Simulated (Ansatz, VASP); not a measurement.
# GaP: VASP beside Ansatz, part 2 of 2

Aim: how closely do two programs agree when they are given the same cell, functional and k mesh? The cell is taken from a series of runs on this material, whose earlier steps may have relaxed, scaled, displaced or heated it; both programs get it as it stands.

VASP 6.6.1 and Ansatz 0.2.0.

So far: Set-up; Ansatz: zone-centre phonons, r2SCAN.

## 3. VASP: zone-centre phonons, r2SCAN

Level of this step: r2SCAN; plane waves and PAW (Ga_d, P) (VASP).

The same cell, functional and mesh now go to VASP, with its own data sets.

Lines of VASP's logs that name or quote its potential files are left out, and so is its time.

The input, INCAR:

```
SYSTEM = GaP
PREC = Accurate
ENCUT = 550
EDIFF = 1E-08
NELM = 120
ISMEAR = 0
SIGMA = 0.01
LREAL = .FALSE.
ALGO = Normal
METAGGA = R2SCAN
LASPH = .TRUE.
NBANDS = 15
LORBIT = 11
LWAVE = .FALSE.
LCHARG = .FALSE.
ISIF = 2
IBRION = 6
NFREE = 2
POTIM = 0.015
NSW = 1
GGA_COMPAT = .FALSE.
EFERMI = MIDGAP
LMIXTAU = .TRUE.
KPAR = 2
```

The input, POSCAR:

```
GaP
1.0
    0.0000000000      2.7257521127      2.7257521127
    2.7257521127      0.0000000000      2.7257521127
    2.7257521127      2.7257521127      0.0000000000
Ga P
1 1
Direct
    0.0000000000      0.0000000000      0.0000000000
    0.2500000000      0.2500000000      0.2500000000
```

The input, KPOINTS:

```
Automatic mesh
0
Gamma
8 8 8
0 0 0
```

The projector-augmented-wave data sets are Ga_d and P (PBE family, release 64).

On the command line:

```
$ mpirun -np 2 vasp_std
```

Numbers of over 12 decimals in the logs are rounded to 6 here.

Output:

```text
[banner, memory and clock lines left out]
running    2 mpi-ranks, on    1 nodes
 distrk:  each k-point on    1 cores,    2 groups
 distr:  one band on    1 cores,    1 groups

 POSCAR found type information on POSCAR GaP
 POSCAR found :  2 types and       2 ions
|                                                                             |
|               ----> ADVICE to this user running VASP <----                  |
|                                                                             |
|     You enforced a specific xc type in the INCAR file but a different       |
|     [... a line on the potential file left out ...]
|     I HOPE YOU KNOW WHAT YOU ARE DOING!                                     |
|                                                                             |

 LDA part: xc-table for (None), standard interpolation
 POSCAR, INCAR and KPOINTS ok, starting setup
 FFT: planning ... GRIDC
 FFT: planning ... GRID_SOFT
 FFT: planning ... GRID
 WAVECAR not read
 entering main loop
       N       E                     dE             d eps       ncg     rms          rms(c)
DAV:   1     0.721851935659E+02    0.72185E+02   -0.95762E+03   886   0.184E+03
DAV:   2    -0.169209577455E+02   -0.89106E+02   -0.85465E+02   989   0.342E+02
DAV:   3    -0.236260370152E+02   -0.67051E+01   -0.66824E+01  1087   0.724E+01
DAV:   4    -0.237392110945E+02   -0.11317E+00   -0.11315E+00  1081   0.102E+01
DAV:   5    -0.237415105774E+02   -0.22995E-02   -0.22994E-02  1147   0.130E+00    0.482E+00
DAV:   6    -0.214295272890E+02    0.23120E+01   -0.63572E-01  1136   0.166E+01    0.317E+00
DAV:   7    -0.215920011012E+02   -0.16247E+00   -0.37780E-01  1059   0.679E+00    0.149E+00
DAV:   8    -0.214382157694E+02    0.15379E+00   -0.11484E-01   912   0.426E+00    0.999E-01
DAV:   9    -0.214440065878E+02   -0.57908E-02   -0.19213E-01   877   0.424E+00    0.250E-01
DAV:  10    -0.214576795440E+02   -0.13673E-01   -0.14695E-01   870   0.353E+00    0.125E-01
DAV:  11    -0.214625674661E+02   -0.48879E-02   -0.54093E-03  1066   0.550E-01    0.502E-02
DAV:  12    -0.214619036688E+02    0.66380E-03   -0.43649E-04  1045   0.175E-01    0.596E-02
DAV:  13    -0.214629825253E+02   -0.10789E-02   -0.78537E-04   926   0.295E-01    0.231E-02
DAV:  14    -0.214629930226E+02   -0.10497E-04   -0.25892E-05  1136   0.438E-02    0.296E-02
DAV:  15    -0.214629971557E+02   -0.41331E-05   -0.79221E-06   968   0.304E-02    0.225E-02
DAV:  16    -0.214630060228E+02   -0.88671E-05   -0.32060E-06   982   0.235E-02    0.211E-03
DAV:  17    -0.214630057614E+02    0.26145E-06   -0.48607E-07  1052   0.728E-03    0.238E-03
DAV:  18    -0.214630052549E+02    0.50647E-06   -0.40860E-07   975   0.658E-03    0.528E-04
DAV:  19    -0.214630047498E+02    0.50514E-06   -0.68434E-08   961   0.282E-03    0.684E-04
DAV:  20    -0.214630048978E+02   -0.14807E-06   -0.17679E-08   966   0.143E-03    0.109E-04
DAV:  21    -0.214630048720E+02    0.25828E-07   -0.48435E-09   666   0.600E-04    0.780E-05
DAV:  22    -0.214630048514E+02    0.20624E-07   -0.13679E-09   519   0.396E-04    0.324E-05
DAV:  23    -0.214630048462E+02    0.51577E-08   -0.31078E-10   477   0.173E-04
   1 F= -.21463005E+02 E0= -.21463005E+02  d E =0.000000E+00
[...]
2 F= -.21461839E+02 E0= -.21461839E+02  d E =0.000000E+00
[...]
3 F= -.21461839E+02 E0= -.21461839E+02  d E =0.000000E+00
[...]
4 F= -.21461854E+02 E0= -.21461854E+02  d E =0.000000E+00
 Finite differences progress:
  Degree of freedom:   2/  2
  Displacement:        1/  2
  Total:               3/  4
 bond charge predicted
       N       E                     dE             d eps       ncg     rms          rms(c)
DAV:   1    -0.214589367532E+02    0.29173E-02   -0.27029E-01  2850   0.235E+00    0.173E-01
DAV:   2    -0.214617655150E+02   -0.28288E-02   -0.21905E-02  3792   0.966E-01    0.969E-02
DAV:   3    -0.214617895937E+02   -0.24079E-04   -0.41922E-04  3173   0.205E-01    0.368E-02
DAV:   4    -0.214618341735E+02   -0.44580E-04   -0.18895E-04  3522   0.125E-01    0.137E-02
DAV:   5    -0.214618216655E+02    0.12508E-04   -0.86992E-05  3025   0.758E-02    0.481E-03
DAV:   6    -0.214618486227E+02   -0.26957E-04   -0.49360E-05  3039   0.503E-02    0.480E-03
DAV:   7    -0.214618538429E+02   -0.52202E-05   -0.44362E-06  3151   0.136E-02    0.166E-03
DAV:   8    -0.214618541778E+02   -0.33484E-06   -0.43159E-07  3508   0.595E-03    0.508E-04
DAV:   9    -0.214618539498E+02    0.22796E-06   -0.11974E-07  3522   0.321E-03    0.402E-04
DAV:  10    -0.214618540287E+02   -0.78879E-07   -0.11100E-08  3211   0.997E-04    0.229E-04
DAV:  11    -0.214618539927E+02    0.35952E-07   -0.26751E-09  2027   0.446E-04    0.758E-05
DAV:  12    -0.214618540291E+02   -0.36390E-07   -0.12702E-09  1747   0.345E-04    0.553E-05
DAV:  13    -0.214618540276E+02    0.15671E-08   -0.25443E-10  1656   0.133E-04
   5 F= -.21461854E+02 E0= -.21461854E+02  d E =0.000000E+00
 Finite differences progress:
  Degree of freedom:   2/  2
  Displacement:        2/  2
  Total:               4/  4
```

OUTCAR, selected parts (step 3):

```text
ion  position               nearest neighbor table
   1  0.000  0.000  0.000-   2 2.36   2 2.36   2 2.36   2 2.36
   2  0.250  0.250  0.250-   1 2.36   1 2.36   1 2.36   1 2.36

  LATTYP: Found a face centered cubic cell.
 ALAT       =     5.4515042254

 Subroutine GETGRP returns: Found 24 space group operations
 (whereof 24 operations were pure point group operations)

The static configuration has the point symmetry T_d .

 Found     29 irreducible k-points:

   k-points           NKPTS =     29   k-points in BZ     NKDIM =     29   number of bands    NBANDS=     15

   dimension x,y,z NGX =    30 NGY =   30 NGZ =   30
   dimension x,y,z NGXF=    60 NGYF=   60 NGZF=   60

   ENCUT  =  550.0 eV  40.42 Ry    6.36 a.u.   7.37  7.37  7.37*2*pi/ulx,y,z

   NELECT =      18.0000    total number of electrons

 k-points in reciprocal lattice and weights: Automatic mesh
   0.00000000  0.00000000  0.00000000       0.002
   0.12500000  0.00000000  0.00000000       0.016
   0.25000000  0.00000000  0.00000000       0.016
   0.37500000  0.00000000  0.00000000       0.016
   0.50000000  0.00000000  0.00000000       0.008
   0.12500000  0.12500000  0.00000000       0.012
   0.25000000  0.12500000  0.00000000       0.047
   0.37500000  0.12500000  0.00000000       0.047
   0.50000000  0.12500000  0.00000000       0.047
[...]
-0.37500000  0.50000000  0.12500000       0.023
  -0.25000000  0.50000000  0.25000000       0.012

 average (electrostatic) potential at core
       1 -70.1903       2 -86.4625

 E-fermi :   5.4304

 k-point     1 :       0.0000    0.0000    0.0000
  band No.  band energies     occupation
    ...
      5     -10.4191      2.00000
      6      -8.5608      2.00000
      7       4.4083      2.00000
      8       4.4569      2.00000
      9       4.5032      2.00000
     10       6.7954      0.00000
     11       8.6211      0.00000
     12       8.6469      0.00000
     13       8.6751      0.00000
     14      13.9155      0.00000
    ...

 k-point     2 :       0.1250    0.0000    0.0000
  band No.  band energies     occupation
    ...
      5     -10.4191      2.00000
      6      -8.3471      2.00000
      7       2.8053      2.00000
      8       4.1999      2.00000
      9       4.2619      2.00000
     10       7.3487      0.00000
     11       8.9883      0.00000
     12       9.0323      0.00000
     13       9.3203      0.00000
     14      14.0947      0.00000
    ...

 k-point     3 :       0.2500    0.0000    0.0000
  band No.  band energies     occupation
    ...
      5     -10.4178      2.00000
      6      -7.7437      2.00000
      7       0.4666      2.00000
      8       3.7427      2.00000
      9       3.8066      2.00000
     10       7.0132      0.00000
     11       9.5161      0.00000
     12       9.5902      0.00000
     13      11.3337      0.00000
     14      13.9010      0.00000
    ...

  Total       -0.0188704     -0.0163001     -0.0163001      0.0000000      0.1103448      0.0000000
  in kB       -0.7464536     -0.6447797     -0.6447797      0.0000000      4.3648899      0.0000000
  external PRESSURE =      -0.6786710 kB  Pullay stress =       0.0000000 kB

  energy-cutoff  :      550.00
  volume of cell :       40.50
      direct lattice vectors                 reciprocal lattice vectors
     0.000000000  2.725752113  2.725752113    -0.183435609  0.183435609  0.183435609
     2.725752113  0.000000000  2.725752113     0.183435609 -0.183435609  0.183435609
     2.725752113  2.725752113  0.000000000     0.183435609  0.183435609 -0.183435609

 POSITION                                       TOTAL-FORCE (eV/Angst)
 -----------------------------------------------------------------------------------
      0.00000      0.00000      0.00000        -0.153235      0.000000      0.000000
      1.34788      1.36288      1.36288         0.153235     -0.000000     -0.000000
 -----------------------------------------------------------------------------------
    total drift:                                0.000188     -0.000002     -0.000002

  FREE ENERGIE OF THE ION-ELECTRON SYSTEM (eV)
  ---------------------------------------------------
  free  energy   TOTEN  =       -21.4618540276 eV

  energy  without entropy=      -21.4618540276  energy(sigma->0) =      -21.46185403

 Eigenvectors and eigenvalues of the dynamical matrix
 ----------------------------------------------------

   1 f  =   10.805103 THz    67.890464 2PiTHz  360.419439 cm-1    44.686295 meV
             X         Y         Z           dx          dy          dz
      0.000000  0.000000  0.000000     0.000000    0.556395    0.000000
      1.362876  1.362876  1.362876     0.000000   -0.830918    0.000000

   2 f  =   10.805103 THz    67.890464 2PiTHz  360.419439 cm-1    44.686295 meV
             X         Y         Z           dx          dy          dz
      0.000000  0.000000  0.000000     0.556395   -0.000000   -0.000000
      1.362876  1.362876  1.362876    -0.830918   -0.000000    0.000000

   3 f  =   10.805103 THz    67.890464 2PiTHz  360.419439 cm-1    44.686295 meV
             X         Y         Z           dx          dy          dz
      0.000000  0.000000  0.000000     0.000000    0.000000   -0.556395
      1.362876  1.362876  1.362876     0.000000    0.000000    0.830918

   4 f/i=    0.023153 THz     0.145472 2PiTHz    0.772288 cm-1     0.095751 meV
             X         Y         Z           dx          dy          dz
      0.000000  0.000000  0.000000    -0.714255   -0.416750    0.081142
      1.362876  1.362876  1.362876    -0.478276   -0.279062    0.054334

   5 f/i=    0.023153 THz     0.145472 2PiTHz    0.772288 cm-1     0.095751 meV
             X         Y         Z           dx          dy          dz
      0.000000  0.000000  0.000000     0.424472   -0.697407    0.154506
      1.362876  1.362876  1.362876     0.284233   -0.466994    0.103459

   6 f/i=    0.023153 THz     0.145472 2PiTHz    0.772288 cm-1     0.095751 meV
             X         Y         Z           dx          dy          dz
      0.000000  0.000000  0.000000     0.009388   -0.174264   -0.812384
      1.362876  1.362876  1.362876     0.006287   -0.116690   -0.543985

 ELASTIC MODULI CONTR FROM IONIC RELAXATION (kBar)
 Direction    XX          YY          ZZ          XY          YZ          ZX
 --------------------------------------------------------------------------------
 XX          -0.0000     -0.0000     -0.0000     -0.0000     -0.0000      0.0000
 YY          -0.0000     -0.0000     -0.0000     -0.0000     -0.0000      0.0000
 ZZ          -0.0000     -0.0000     -0.0000     -0.0000     -0.0000      0.0000
 XY          -0.0000     -0.0000     -0.0000   -205.1506      0.0000      0.0000
 YZ          -0.0000     -0.0000     -0.0000      0.0000   -205.1506      0.0000
 ZX           0.0000      0.0000      0.0000      0.0000      0.0000   -205.1506
 --------------------------------------------------------------------------------

 total charge
# of ion       s       p       d       tot
------------------------------------------
    1        0.832   0.846  10.017  11.695
    2        1.009   1.541   0.000   2.550
--------------------------------------------------
tot          1.840   2.387  10.017  14.245

[... 3 further parts left out ...]
```

The last energy, forces, stress and levels in OUTCAR belong to the last displaced cell, not to the cell of POSCAR.

Levels, forces or a CONTCAR printed for this step are those of its last displaced cell, not of the structure at rest.

## 4. Differences

Known differences besides the potentials themselves: VASP keeps PBE cores, Ansatz makes them for the functional; fixed occupations in Ansatz, narrow Gaussian smearing in VASP; the cutoff is 500 eV in Ansatz and 550 eV in VASP; VASP uses finite displacements, Ansatz perturbation theory. Total energies have different zeros and are not compared.

Compared:

```tsv
quantity	Ansatz	VASP	difference
optical mode 1 to 3 (cm⁻¹)	359.7	360.4	-0.21 %
```

Modes are paired by rising frequency, not by their patterns, so a pair may set unlike modes beside each other; they are those without the splitting of longitudinal modes.

## 5. What came out

```
r.m.s. difference of the optical zone-centre modes, each program's sorted by frequency (zone-centre phonons, r2SCAN) : 0.76 cm⁻¹
```

In words: The r.m.s. difference of the optical zone-centre modes, each program's sorted by frequency is 0.76 cm⁻¹ (zone-centre phonons, r2SCAN). 1 further run of this series is not shown here. How closely two codes agree says nothing of how well the functional describes the real material.

[Lines on the potential files, build, host, timing and source positions are cut from VASP's logs without a mark.]

[Logs are printed without paths, hosts, clocks, repeated set-up lines and the standing remarks that a program may print on its own settings, such as how far it seeks lower states.]

[Hosts, paths, dates, database ids (printed as entryN), source tags and the programs' standing remarks are cut or masked in the printed files.]
